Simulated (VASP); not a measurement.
Given:

```
CELL_PARAMETERS angstrom
      0.00000     3.04138     3.04138
      3.04138     0.00000     3.04138
      3.04138     3.04138     0.00000
ATOMIC_POSITIONS crystal
  Li 0.25000 0.25000 0.25000
  Li 0.75000 0.75000 0.75000
  Se 0.00000 0.00000 0.00000
```

Computed with RPBE GGA, VASP's PBE PAW potentials (set 64) (plane waves; VASP 6.6.1). Numerical set-up: 520 eV cut-off, Gaussian smearing of 0.050 eV, potentials Li_sv Se.

Give the energies of bands 4 to 9 at the high-symmetry points, in eV from the valence-band maximum.

| band | Γ | X | U | L | W |
|---|---|---|---|---|---|
| 4 | 0.00 | -2.16 | -1.95 | -2.73 | -1.79 |
| 5 | 0.00 | -1.34 | -1.95 | -0.49 | -1.79 |
| 6 | 0.00 | -1.34 | -1.09 | -0.49 | -1.62 |
| 7 | 3.40 | 3.15 | 4.22 | 5.08 | 5.22 |
| 8 | 5.70 | 6.16 | 7.20 | 6.03 | 6.40 |
| 9 | 5.70 | 10.20 | 8.40 | 6.03 | 7.97 |

The gap is indirect, 3.15 eV, from the valence maximum at Γ to the conduction minimum at X.

The compound is Li2Se in the antifluorite structure. It was relaxed first.
